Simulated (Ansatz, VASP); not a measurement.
Two plane-wave programs on YGaF4

File INCAR:

```
ALGO     = Normal         # electronic algorithm
EDIFF    = 1E-7           # SCF threshold, eV
EDIFFG   = -0.04          # ionic threshold
ENCUT    = 600            # plane-wave cutoff, eV
GGA      = PE             # functional
IBRION   = 2              # ionic algorithm
ISIF     = 3              # what is computed and relaxed
ISMEAR   = 0              # smearing method
LASPH    = True           # aspherical terms in the spheres
LCHARG   = False          # write CHGCAR
LREAL    = False          # projectors in reciprocal space
LWAVE    = False          # write WAVECAR
NELM     = 100            # most SCF steps
NSW      = 90             # ionic steps
PREC     = Accurate       # precision mode
SIGMA    = 0.1            # smearing width, eV
```

File KPOINTS:

```
k-points
0
Gamma
  6 6 4
```

The input POSCAR:

```
YGaF4
1.0
    3.3856228500      0.0000000000      0.0000000000
   -1.6928114300      2.9320354000      0.0000000000
    0.0000000000      0.0000000000      7.3129453600
Y Ga F
1 1 4
Direct
    0.0000000000      0.0000000000      0.5000000000
    0.0000000000      0.0000000000      0.0000000000
    0.3333333300      0.6666666700      0.2500000000
    0.3333333300      0.6666666700      0.7500000000
    0.6666666700      0.3333333300      0.2500000000
    0.6666666700      0.3333333300      0.7500000000
```

Input for Ansatz:

```yaml
crystal:
  lattice:
    - [3.38562285, 0.0, 0.0]
    - [-1.69281143, 2.9320354, 0.0]
    - [0.0, 0.0, 7.31294536]
  atoms:
    - { symbol: "Y", position: [0.0, 0.0, 0.5] }
    - { symbol: Ga, position: [0.0, 0.0, 0.0] }
    - { symbol: F, position: [0.33333333, 0.66666667, 0.25] }
    - { symbol: F, position: [0.33333333, 0.66666667, 0.75] }
    - { symbol: F, position: [0.66666667, 0.33333333, 0.25] }
    - { symbol: F, position: [0.66666667, 0.33333333, 0.75] }
basis:
  ecutwfc: 420
kpoints:
  mp_grid: { grid: [6, 6, 4] }
hamiltonian:
  xc: pbe
scf:
  occupations: { method: gaussian, width: 0.1 }
  lower_state_search: "off"
output:
  forces: true
  stress: true
  eigenvalues: true
relax:
  adjacent_minimum: "off"
  f_tol: 0.04
  max_steps: 70
  cell: { stress_tol: 0.4 }
```

Alike in both runs: task relaxation of cell and atoms; functional PBE; k mesh 6 × 6 × 4; occupations gaussian, width 0.1 eV; no spin polarisation.

```csv
,VASP,Ansatz
version,VASP 6.6.1,Ansatz 0.2.0
potentials or method,"VASP PAW PBE potentials, release 64 (Y_sv, Ga_d, F)","scalar-relativistic, plane waves, PAW"
plane-wave cutoff (eV),600,420
valence electrons in the cell,52,52
```

Ansatz gave:

| Property | Result |
| --- | --- |
| gap on the k mesh at the Fermi level, each at its own relaxed structure (eV) | 2.33 |
| relaxed volume (Å³/atom) | 13.72 |
| relaxed cell length with the largest relative difference (Å) | 6.286 |
| energy change over the relaxation (meV/atom) | -1274 |

What did VASP give for the same quantities?

gap on the k mesh at the Fermi level, each at its own relaxed structure (eV): 2.35; relaxed volume (Å³/atom): 13.57; relaxed cell length with the largest relative difference (Å): 6.262; energy change over the relaxation (meV/atom): -1267.

A k mesh can miss the band edges. Expect the measured gap to be larger: semilocal functionals such as PBE lack the derivative discontinuity.
